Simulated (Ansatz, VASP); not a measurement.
## Se (linear Se chain) in two plane-wave programs

Aim: how closely do two programs agree when they are given the same cell, functional and k mesh? The structure shown is the end of the Ansatz relaxation below.

Calculated with Ansatz 0.2.0; plane waves, with VASP 6.6.1 beside it; single point at RPBE.

## 1. The starting structure

The cell holds 1 atom: 1 Se. Cell: a = 7.500 Å, b = 7.500 Å, c = 2.385 Å, α = 90.0°, β = 90.0°, γ = 90.0°. Vacuum lies along a and b. The structure's axis is c.

## 2. Ansatz: relaxation, RPBE

Ansatz runs on its default PAW (the set named soft_2) files.

This run makes the geometry at which the two programs are then compared.

input.yaml

```yaml
crystal:
  lattice:
    - [7.5, 0.0, 0.0]
    - [0.0, 7.5, 0.0]
    - [0.0, 0.0, 2.232]
  atoms:
    - { symbol: Se, position: [0.5, 0.5, 0.0], spin: 0.3 }
magnetization:
  spin_polarized: true
kpoints:
  mp_grid: { grid: [1, 1, 36] }
scf:
  occupations: { method: fermi_dirac, width: 0.05 }
hamiltonian:
  xc: rpbe
relax:
  cell: { fix: [a, b, alpha, beta, gamma] }
  max_steps: 60
```

Started as:

```sh
$ ansatz run input.yaml --threads 4 --pin off --max-ram 8192MiB --backend cpu --events-out ev --progress --plain --runs-dir out
```

Numbers of over 12 decimals in the logs are rounded to 6 here.

What it wrote:

```text
Engine: ansatz 0.2.0, aarch64-unknown-linux-gnu
Pseudopotentials: kind: paw
Pseudopotential: Se, paw, valence charge 16, recommended cutoff 420 eV (normal), Se.paw.azcp
Functional definition: RPBE
  parameter kappa = 0.804
  parameter beta = 0.066725
  exchange = rpbe_x(kappa = kappa, mu = beta*pi^2/3)
  correlation = pbe_c(beta = beta)
Crystal: 1 atoms, lattice volume = 125.550 Å³
Basis set: ecut = 420 eV, 2463 PW (Γ), exchange–correlation on 108×108×30 points (8 copies of the dense FFT grid, shifted against one another)
Bands: 13, of which v1, the nominal top of the filled ones, is band 8 counted from 1 (7 counted from 0)
Symmetry: 16 space group operations
Space group: P4/mmm (ITA 123), of the structure as read, at distance tolerance 5.0e-5 Å
Magnetic group: BNS 123.339 (UNI 999), of the structure as read, at distance tolerance 5.0e-5 Å
k-points: 19 of 36
Non-local potential: Se, projectors of the file, l = 0: 2, l = 1: 2, l = 2: 3, l = 3: 1
PAW form: soft (Blöchl's): semilocal exchange-correlation on the pseudo side does not see the compensation charge
PAW frozen core: Se, regenerated for the run's functional, and the local potential with it (the file was generated under x = pbe(κ = 0.804, μ = 0.219515), c = pbe(β = 0.066725))
PAW one-centre angular grid: Se, 590 points (default); XC on 64 Gauss nodes
Initial density: superposition of atomic densities (neutral atoms: chi_scale 0, normalization atom)
Starting moments: Σ|m| = 0.3 μB on 1 of 1 site
Initial wavefunctions: pseudopotential atomic-orbital guess
Functional: x = rpbe, c = pbe(β = 0.066725)
iter 1 solved again at ethr=1.45e-4 eV; its pass at ethr=3.10e-3 eV (dr2=2.32e-2 eV) is discarded
SCF iter   1: F=—  HF=-5474.481718 eV  |F-HF|=—  |Δ(HF+E_count)|=         —  Δρ=1.10e-2 (↑1.10e-2 ↓1.05e-2)  dr2=2.35e-2  dr2_m=1.29e-1  M=0.041 μB ∫|m|=0.042 μB  β_m=0.30  ethr=1.45e-4  ⟨swp⟩=1.1  Hψ=3802  notcnv=0
preconditioner: auto → Resta (q_TF=auto, 1.935 Å⁻¹)  ε∞=1.4  [insulator: Δε(μ)=0.253 eV  Ē_g=11.294 eV  σ=0.050 eV  W_gap=0.56  n_scr=20 (ndim 8)  ℏωp=7.5 eV  f_vac=0.711  D(μ)=0.71/eV (n_scr^D=4)  ε∞_Penn≈1.4  vacuum switching on, ρ_ref=9.3e-3 e/Å³]
spin=Collinear: Resta preconditioning applied to the charge; magnetization (m = ρ↑ − ρ↓) channel mixes plain (no charge-response kernel on spin).
SCF iter   2: F=—  HF=-5474.486647 eV  |F-HF|=—  |Δ(HF+E_count)|=   4.93e-3  Δρ=7.76e-3 (↑7.76e-3 ↓7.36e-3)  dr2=1.06e-2  dr2_m=6.34e-2  M=0.035 μB ∫|m|=0.036 μB  β_m=0.30  ethr=1.45e-4  ⟨swp⟩=2.3  Hψ=691  notcnv=0
SCF iter   3: F=—  HF=-5474.490354 eV  |F-HF|=—  |Δ(HF+E_count)|=   3.71e-3  Δρ=5.30e-3 (↑5.30e-3 ↓5.14e-3)  dr2=4.15e-4  dr2_m=3.12e-2  M=0.031 μB ∫|m|=0.032 μB  β_m=0.30  ethr=6.60e-5  ⟨swp⟩=2.5  Hψ=895  notcnv=0
SCF iter   4: F=—  HF=-5474.492031 eV  |F-HF|=—  |Δ(HF+E_count)|=   1.68e-3  Δρ=3.69e-3 (↑3.63e-3 ↓3.69e-3)  dr2=1.61e-5  dr2_m=1.54e-2  M=0.026 μB ∫|m|=0.027 μB  β_m=0.30  ethr=2.60e-6  ⟨swp⟩=2.0  Hψ=882  notcnv=0
SCF iter   5: F=—  HF=-5474.493001 eV  |F-HF|=—  |Δ(HF+E_count)|=   9.70e-4  Δρ=2.60e-3 (↑2.56e-3 ↓2.60e-3)  dr2=3.15e-6  dr2_m=7.64e-3  M=0.022 μB ∫|m|=0.022 μB  β_m=0.30  ethr=1.01e-7  ⟨swp⟩=2.0  Hψ=800  notcnv=0
SCF iter   6: F=—  HF=-5474.493518 eV  |F-HF|=—  |Δ(HF+E_count)|=   5.17e-4  Δρ=1.81e-3 (↑1.81e-3 ↓1.81e-3)  dr2=1.07e-7  dr2_m=3.79e-3  M=0.018 μB ∫|m|=0.019 μB  β_m=0.30  ethr=1.97e-8  ⟨swp⟩=2.0  Hψ=891  notcnv=0
SCF iter   7: F=—  HF=-5474.493796 eV  |F-HF|=—  |Δ(HF+E_count)|=   2.78e-4  Δρ=1.28e-3 (↑1.28e-3 ↓1.28e-3)  dr2=3.20e-8  dr2_m=1.88e-3  M=0.016 μB ∫|m|=0.016 μB  β_m=0.30  ethr=6.66e-10  ⟨swp⟩=2.8  Hψ=1034  notcnv=0
Mixer restart at iter 7: flushing history
spin-set hold released at iteration 7 (site moments contracting): the magnetisation degrees of freedom join the quasi-Newton model from the next iteration; the mixer history was flushed
SCF iter   8: F=—  HF=-5474.493948 eV  |F-HF|=—  |Δ(HF+E_count)|=   1.52e-4  Δρ=9.04e-4 (↑9.04e-4 ↓9.04e-4)  dr2=1.87e-8  dr2_m=9.40e-4  M=0.013 μB ∫|m|=0.014 μB  β_m=0.65  ethr=2.00e-10  ⟨swp⟩=3.0  Hψ=908  notcnv=0
[...]
the starting moments were not kept: the SCF closed with an absolute magnetisation of 4.2e-6 μB, where they sum to 0.3 μB in size (1 site). That is at most 0.1 of that sum. Measured as dr2_m measures the in/out step, that magnetisation stands 4.3e-12 eV from none, at or under the dr2_threshold of 1.0e-7 eV: it is no larger than a step whose dr2_m would equal this threshold.
SCF 4 converged in 7 iterations: F = -5474.671629 eV  dr2 = 8.25e-13
relax step   4: F+E_penalty+E_count = -5474.67162872 eV  Δ(F+E_penalty+E_count) = -1.016e-3 eV  max|allowed force component| = 0.000e0 eV/Å  Δτ_max = 0.0000 Å  P = +0.064 GPa  Ω = 134.166 Å³  energy of the carried Pulay correction = -1.162e-4 eV  fix = [a, b, alpha, beta, gamma]  reactions: a +0.087, b +0.087 GPa  (7 SCF iters, dr2 threshold 1.00e-7 eV, accepted)
Basis set: ecut = 420 eV, 2615 PW (Γ), exchange–correlation on 108×108×32 points (8 copies of the dense FFT grid, shifted against one another)
Initial wavefunctions: pseudopotential atomic-orbital guess (no wavefunctions were taken with the density)
[...]
preconditioner: auto → Resta (q_TF=auto, 1.914 Å⁻¹)  ε∞=1.4  [insulator: Δε(μ)=0.343 eV  Ē_g=12.357 eV  σ=0.050 eV  W_gap=0.76  n_scr=20 (ndim 8)  ℏωp=7.9 eV  f_vac=0.719  D(μ)=0.88/eV (n_scr^D=4)  ε∞_Penn≈1.4  vacuum switching on, ρ_ref=1.1e-2 e/Å³]
spin=Collinear: Resta preconditioning applied to the charge; magnetization (m = ρ↑ − ρ↓) channel mixes plain (no charge-response kernel on spin).
[...]
SCF iter   7: F=—  HF=-5474.672316 eV  |F-HF|=—  |Δ(HF+E_count)|=   5.96e-9  Δρ=3.25e-7 (↑3.20e-7 ↓3.25e-7)  dr2=2.71e-9  dr2_m=1.74e-14  M=-0.000 μB ∫|m|=0.000 μB  β_m=0.88  ethr=8.47e-11  ⟨swp⟩=1.8  Hψ=556  notcnv=0
SCF iter   8: F=—  HF=-5474.672316 eV  |F-HF|=—  |Δ(HF+E_count)|=   1.63e-9  Δρ=1.08e-7 (↑1.06e-7 ↓1.08e-7)  dr2=2.84e-10  dr2_m=2.41e-15  M=-0.000 μB ∫|m|=0.000 μB  β_m=0.94  ethr=1.70e-11  ⟨swp⟩=1.8  Hψ=566  notcnv=0
SCF iter   9: F=—  HF=-5474.671691 eV  |F-HF|=—  |Δ(HF+E_count)|=   6.25e-4  Δρ=1.98e-6 (↑1.98e-6 ↓1.98e-6)  dr2=4.96e-8  dr2_m=1.03e-16  M=-0.000 μB ∫|m|=0.000 μB  β_m=0.94  ethr=1.77e-12  ⟨swp⟩=4.4  Hψ=1220  notcnv=0
SCF iter  10: F=—  HF=-5474.671691 eV  |F-HF|=—  |Δ(HF+E_count)|=   1.78e-9  Δρ=1.95e-6 (↑1.95e-6 ↓1.95e-6)  dr2=4.85e-8  dr2_m=2.08e-16  M=-0.000 μB ∫|m|=0.000 μB  β_m=0.59  ethr=1.77e-12  ⟨swp⟩=1.0  Hψ=494  notcnv=0
SCF iter  11: F=—  HF=-5474.671691 eV  |F-HF|=—  |Δ(HF+E_count)|=   1.82e-8  Δρ=1.64e-6 (↑1.64e-6 ↓1.64e-6)  dr2=3.43e-8  dr2_m=5.37e-15  M=-0.000 μB ∫|m|=0.000 μB  β_m=0.64  ethr=1.77e-12  ⟨swp⟩=2.0  Hψ=616  notcnv=0
SCF iter  12: F=—  HF=-5474.671691 eV  |F-HF|=—  |Δ(HF+E_count)|=   2.40e-8  Δρ=1.04e-6 (↑1.04e-6 ↓1.04e-6)  dr2=1.37e-8  dr2_m=1.39e-14  M=-0.000 μB ∫|m|=0.000 μB  β_m=0.82  ethr=1.77e-12  ⟨swp⟩=3.8  Hψ=874  notcnv=0
SCF iter  13: F=—  HF=-5474.671691 eV  |F-HF|=—  |Δ(HF+E_count)|=   1.33e-8  Δρ=4.20e-7 (↑4.20e-7 ↓4.15e-7)  dr2=2.21e-9  dr2_m=1.18e-14  M=-0.000 μB ∫|m|=0.000 μB  β_m=0.91  ethr=1.77e-12  ⟨swp⟩=3.8  Hψ=880  notcnv=0
SCF iter  14: F=—  HF=-5474.671691 eV  |F-HF|=—  |Δ(HF+E_count)|=   1.26e-9  Δρ=4.78e-7 (↑4.78e-7 ↓4.76e-7)  dr2=2.90e-9  dr2_m=2.95e-15  M=-0.000 μB ∫|m|=0.000 μB  β_m=0.95  ethr=1.77e-12  ⟨swp⟩=1.7  Hψ=550  notcnv=0
SCF iter  15: F=—  HF=-5474.671691 eV  |F-HF|=—  |Δ(HF+E_count)|=   3.37e-9  Δρ=8.14e-8 (↑8.14e-8 ↓7.99e-8)  dr2=8.28e-11  dr2_m=1.56e-15  M=-0.000 μB ∫|m|=0.000 μB  β_m=0.89  ethr=1.77e-12  ⟨swp⟩=2.7  Hψ=684  notcnv=0
SCF iter  16: F=-5474.671691 eV  HF=-5474.671691 eV  |F-HF|=9.09e-13  |Δ(HF+E_count)|=  9.91e-11  Δρ=4.91e-9 (↑4.91e-9 ↓4.10e-9)  dr2=2.31e-13  dr2_m=4.20e-16  M=-0.000 μB ∫|m|=0.000 μB  ethr=1.00e-12  ⟨swp⟩=4.0  Hψ=1874  notcnv=0
the starting moments were not kept: the SCF closed with an absolute magnetisation of 4.5e-8 μB, where they sum to 0.3 μB in size (1 site). That is at most 0.1 of that sum. Measured as dr2_m measures the in/out step, that magnetisation stands 4.9e-16 eV from none, at or under the dr2_threshold of 1.0e-11 eV: it is no larger than a step whose dr2_m would equal this threshold.
SCF 5 converged in 16 iterations: F = -5474.671691 eV  dr2 = 2.31e-13
relax step   5: F+E_penalty+E_count = -5474.67169108 eV  Δ(F+E_penalty+E_count) = -6.236e-5 eV  max|allowed force component| = 0.000e0 eV/Å  Δτ_max = 0.0000 Å  P = +0.064 GPa  Ω = 134.166 Å³  fix = [a, b, alpha, beta, gamma]  reactions: a +0.087, b +0.087 GPa  stress off target by 1.74e-2 GPa on what of the cell is left free  SCF on the basis re-selected at this cell (its energy is not comparable with the rows above)  (16 SCF iters)
basis re-selected at this cell: Δ(F+E_penalty+E_count) = -6.236e-5 eV, ΔP = -0.001 GPa vs the last step (what re-selecting the basis moved, of the pressure what is left beyond the Pulay correction that the steps carried, after the strain that the cell walked since its last selection, with what the two solves' SCF thresholds leave and, on support functions, any second-order correction that the steps lacked; it is no measure of the basis error at this ecutwfc). The dense FFT grid was sized anew with the basis: this SCF ran on 54×54×16 points, the steps before it on 54×54×15, so part of this shift can come from that change (see relax.cell in the input reference). [rest of the remark cut]
SCF converged after 16 iterations
Magnetization: -0.0000 μB (8.0000 up, 8.0000 down)
Absolute magnetization: 0.0000 μB (∫|ρ↑−ρ↓|, with the PAW one-centre terms)
Spin contamination: 0.0000 ħ² per cell (⟨S²⟩ above its minimum at these occupations)
Per-site moments (μB) at R_I (Å): [(-2.380767673303915e-8, 0.983886)]
Free energy (F): -5474.671691 eV
Harris-Foulkes:  -5474.671691 eV  (|F-HF|=9.09e-13)
Internal energy: -5474.664654 eV  (E = F + TS)
E sigma→0 (E₀):  -5474.668172 eV
Entropy (-TS):   -0.007037 eV (-7.037 meV/atom)
Fermi energy:    -2.900294 eV
--- Per-component energies (eV) ---
  E_band       = -561.091504
  E_kinetic    = 116.043040
  E_local      = -4875.283400  (includes V_loc(G=0)·N_el)
  E_nonlocal   = -596.050947
  E_hartree    = 2335.446791
  E_xc         = -102.956031
  E_vxc        = -96.023126  (∫ρ·V_xc dr)
  E_paw        = -1917.556324  (= ΣΔE_a)
  E_vpaw       = 219.329979  (= ΣTr[D̂ρ^β])
  E_aug_tail   = -0.000597  (compensation charges beyond the density's cutoff)
  E_ewald      = -434.032586
  E_core_change = -0.274599  (= ΣΔE_core)
  E_smearing   = -0.007037  (= −TS)
  E_closure    = 0.000000  (closes the sum)
  Σ components = -5474.671691   (vs F -5474.671691, Δ=0.00e0)
--- Forces (eV/Å), atoms counted from 1 ---
  atom   1  Se     0.00000000     0.00000000     0.00000000
  max |Σ_I F_I| component: 5.68e-29 eV/Å
--- Stress (GPa, compression-positive) ---
        0.087141       0.000000       0.000000
        0.000000       0.087141       0.000000
        0.000000       0.000000       0.017366
  P = ⅓ Tr σ = 0.0639 GPa (0.639 kbar)
--- Relaxed structure (4 steps of the walk, 4 accepted, 1 SCFs on fresh bases) ---
  F+E_penalty+E_count = -5474.67169108 eV   max|allowed force component| = 0.000e0 eV/Å   (the final SCF, on the basis selected at the relaxed cell)
  cell:  # Å, volume = 134.1662 Å³
    - [7.5, 0.0, 0.0]
    - [0.0, 7.5, 0.0]
    - [0.0, 0.0, 2.385178]
  atoms:
    - { symbol: Se, position: [0.5, 0.5, 0.0] }
```

## 3. VASP: single point, RPBE

The same cell, functional, mesh and smearing now go to VASP, with its own data sets.

Lines of VASP's logs that name or quote its potential files are left out, and so is its time.

INCAR

```
SYSTEM = Se
PREC = Accurate
ENCUT = 500
EDIFF = 1E-06
NELM = 200
ISMEAR = -1
SIGMA = 0.05
LREAL = .FALSE.
ALGO = Normal
GGA = RP
NBANDS = 9
ISPIN = 2
MAGMOM = -0
LORBIT = 11
LWAVE = .FALSE.
LCHARG = .FALSE.
ISIF = 2
LASPH = .TRUE.
GGA_COMPAT = .FALSE.
```

POSCAR

```
Se
1.0
    7.5000000000      0.0000000000      0.0000000000
    0.0000000000      7.5000000000      0.0000000000
    0.0000000000      0.0000000000      2.3851777246
Se
1
Direct
    0.5000000000      0.5000000000      0.0000000000
```

KPOINTS

```
Automatic mesh
0
Gamma
1 1 36
0 0 0
```

PAW data sets: Se (PBE family, release 64).

Started as:

```sh
$ mpirun -np 1 vasp_std
```

What it wrote:

```text
[banner, memory and clock lines left out]
running    1 mpi-ranks, on    1 nodes
 distrk:  each k-point on    1 cores,    1 groups
 distr:  one band on    1 cores,    1 groups

 POSCAR found type information on POSCAR Se
 POSCAR found :  1 types and       1 ions
|                                                                             |
|               ----> ADVICE to this user running VASP <----                  |
|                                                                             |
|     You enforced a specific xc type in the INCAR file but a different       |
|     [... a line on the potential file left out ...]
|     I HOPE YOU KNOW WHAT YOU ARE DOING!                                     |
|                                                                             |

 LDA part: xc-table for (Slater+PW92), standard interpolation
 POSCAR, INCAR and KPOINTS ok, starting setup
 FFT: planning ... GRIDC
 FFT: planning ... GRID_SOFT
 FFT: planning ... GRID
 WAVECAR not read
 entering main loop
       N       E                     dE             d eps       ncg     rms          rms(c)
DAV:   1     0.334545461990E+02    0.33455E+02   -0.20231E+03   684   0.435E+02
DAV:   2     0.236549635024E+00   -0.33218E+02   -0.26908E+02   878   0.661E+01
DAV:   3    -0.271803609192E+01   -0.29546E+01   -0.29272E+01   840   0.285E+01
DAV:   4    -0.274386047945E+01   -0.25824E-01   -0.25815E-01   891   0.321E+00
DAV:   5    -0.274404408480E+01   -0.18361E-03   -0.18360E-03   936   0.221E-01    0.318E+00
DAV:   6    -0.274435679781E+01   -0.31271E-03   -0.10723E-03   719   0.210E-01    0.190E+00
DAV:   7    -0.274447975416E+01   -0.12296E-03   -0.17981E-03   756   0.298E-01    0.353E-02
DAV:   8    -0.274454109939E+01   -0.61345E-04   -0.16715E-04   705   0.633E-02    0.234E-02
DAV:   9    -0.274462474621E+01   -0.83647E-04   -0.27305E-05   695   0.241E-02    0.101E-02
DAV:  10    -0.274472379945E+01   -0.99053E-04   -0.91606E-06   723   0.147E-02    0.535E-03
DAV:  11    -0.274480592168E+01   -0.82122E-04   -0.15275E-05   710   0.188E-02    0.293E-03
DAV:  12    -0.274482300663E+01   -0.17085E-04   -0.17625E-06   792   0.659E-03    0.231E-03
DAV:  13    -0.274483559021E+01   -0.12584E-04   -0.90588E-07   695   0.403E-03    0.127E-03
DAV:  14    -0.274483899801E+01   -0.34078E-05   -0.87322E-08   706   0.166E-03    0.613E-04
DAV:  15    -0.274484120342E+01   -0.22054E-05   -0.16232E-07   692   0.203E-03    0.603E-04
DAV:  16    -0.274484122113E+01   -0.17715E-07   -0.60817E-09   775   0.665E-04
   1 F= -.27448412E+01 E0= -.27413475E+01  d E =-.698740E-02  mag=     0.0000
```

OUTCAR, selected parts (step 3):

```text
ion  position               nearest neighbor table
   1  0.500  0.500  0.000-

  LATTYP: Found a simple tetragonal cell.
 ALAT       =     7.5000000000
 C/A-ratio  =     0.3180236966

 Subroutine GETGRP returns: Found 16 space group operations
 (whereof 16 operations were pure point group operations)

The static configuration has the point symmetry D_4h.

 Found     19 irreducible k-points:

   k-points           NKPTS =     19   k-points in BZ     NKDIM =     19   number of bands    NBANDS=      9

   dimension x,y,z NGX =    56 NGY =   56 NGZ =   18
   dimension x,y,z NGXF=   112 NGYF=  112 NGZF=   36

   ENCUT  =  500.0 eV  36.75 Ry    6.06 a.u.  13.67 13.67  4.35*2*pi/ulx,y,z

   NELECT =       6.0000    total number of electrons

 k-points in reciprocal lattice and weights: Automatic mesh
   0.00000000  0.00000000  0.00000000       0.028
   0.00000000  0.00000000  0.02777778       0.056
   0.00000000  0.00000000  0.05555556       0.056
   0.00000000  0.00000000  0.08333333       0.056
   0.00000000  0.00000000  0.11111111       0.056
   0.00000000  0.00000000  0.13888889       0.056
   0.00000000  0.00000000  0.16666667       0.056
   0.00000000  0.00000000  0.19444444       0.056
   0.00000000  0.00000000  0.22222222       0.056
[...]
0.00000000  0.00000000  0.47222222       0.056
   0.00000000  0.00000000  0.50000000       0.028

 average (electrostatic) potential at core
       1 -62.5831

 E-fermi :  -3.7584

 spin component 1
 k-point     1 :       0.0000    0.0000    0.0000
  band No.  band energies     occupation
      1     -18.4711      1.00000
      2      -6.8488      1.00000
      3      -6.8488      1.00000
      4       0.0050      0.00000
      5       1.8064      0.00000
      6       3.0223      0.00000
      7       3.1957      0.00000
      8       3.1957      0.00000
    ...

 k-point     2 :       0.0000    0.0000    0.0278
  band No.  band energies     occupation
      1     -18.4517      1.00000
      2      -6.8302      1.00000
      3      -6.8302      1.00000
      4       0.0248      0.00000
      5       1.8266      0.00000
      6       3.0423      0.00000
      7       3.2155      0.00000
      8       3.2155      0.00000
    ...

 k-point     3 :       0.0000    0.0000    0.0556
  band No.  band energies     occupation
      1     -18.3935      1.00000
      2      -6.7745      1.00000
      3      -6.7745      1.00000
      4       0.0836      0.00000
      5       1.8874      0.00000
      6       3.1024      0.00000
      7       3.2750      0.00000
      8       3.2750      0.00000
    ...

 k-point     4 :       0.0000    0.0000    0.0833
  band No.  band energies     occupation
      1     -18.2966      1.00000
      2      -6.6819      1.00000
      3      -6.6819      1.00000
      4       0.1804      0.00000
      5       1.9886      0.00000
      6       2.7890      0.00000
      7       3.2026      0.00000
      8       3.3739      0.00000
    ...

 k-point     5 :       0.0000    0.0000    0.1111
  band No.  band energies     occupation
      1     -18.1610      1.00000
      2      -6.5530      1.00000
      3      -6.5530      1.00000
      4       0.3088      0.00000
      5       1.7967      0.00000
      6       2.1303      0.00000
      7       3.3427      0.00000
      8       3.5121      0.00000
    ...

 k-point     6 :       0.0000    0.0000    0.1389
  band No.  band energies     occupation
      1     -17.9868      1.00000
      2      -6.3885      1.00000
      3      -6.3885      1.00000
      4       0.3821      0.00000
      5       0.8441      0.00000
      6       2.3124      0.00000
      7       3.5229      0.00000
      8       3.6889      0.00000
    ...

  Total        0.0721579      0.0721579      0.0293529      0.0000000      0.0000000      0.0000000
  in kB        0.8616907      0.8616907      0.3505245      0.0000000      0.0000000      0.0000000
  external PRESSURE =       0.6913020 kB  Pullay stress =       0.0000000 kB

  energy-cutoff  :      500.00
  volume of cell :      134.17
      direct lattice vectors                 reciprocal lattice vectors
     7.500000000  0.000000000  0.000000000     0.133333333  0.000000000  0.000000000
     0.000000000  7.500000000  0.000000000     0.000000000  0.133333333  0.000000000
     0.000000000  0.000000000  2.385177725     0.000000000  0.000000000  0.419255970

 POSITION                                       TOTAL-FORCE (eV/Angst)
 -----------------------------------------------------------------------------------
      3.75000      3.75000      0.00000         0.000000      0.000000      0.000000
 -----------------------------------------------------------------------------------
    total drift:                                0.000000     -0.000000      0.000000

  FREE ENERGIE OF THE ION-ELECTRON SYSTEM (eV)
  ---------------------------------------------------
  free  energy   TOTEN  =        -2.7448412211 eV

  energy  without entropy=       -2.7378538194  energy(sigma->0) =       -2.74134752

 total charge
# of ion       s       p       d       tot
------------------------------------------
    1        1.507   2.152   0.053   3.712

 magnetization (x)
# of ion       s       p       d       tot
------------------------------------------
    1        0.000  -0.000   0.000  -0.000

[... 5 further parts left out ...]
```

## 4. Side by side

Known differences besides the potentials themselves: the data sets hold 16 valence electrons in Ansatz (on its default PAW (the set named soft_2) files) and 6 in VASP; the cutoff is 420 eV in Ansatz and 500 eV in VASP; Ansatz makes its cores anew for this functional, VASP keeps those of its PBE data sets; Ansatz's pressure holds a Pulay correction, VASP's none. Total energies have different zeros and are not compared.

Compared:

| quantity | Ansatz | VASP | difference |
| --- | --- | --- | --- |
| pressure (GPa) | 0.06 | 0.07 | -0.01 |

## 5. Outcome

| Property | Result |
| --- | --- |
| difference in pressure (single point, RPBE) | -0.0052 GPa |

What this shows: The difference in pressure is -0.0052 GPa (single point, RPBE), within the 1 GPa picked in this series as the mark of a large difference. The data sets hold unlike numbers of valence electrons (16 in Ansatz and 6 in VASP), so part of the differences comes from the potentials. Such differences can come from data sets, numerical settings and the points named under the comparisons, not from the functional's error against experiment.

[Lines on the potential files, build, host, timing and source positions are cut from VASP's logs without a mark.]

[Logs are printed without paths, hosts, clocks, repeated set-up lines and the standing remarks that a program may print on its own settings, such as how far it seeks lower states.]

[Hosts, paths, dates, database ids (printed as entryN), source tags and the programs' standing remarks are cut or masked in the printed files.]
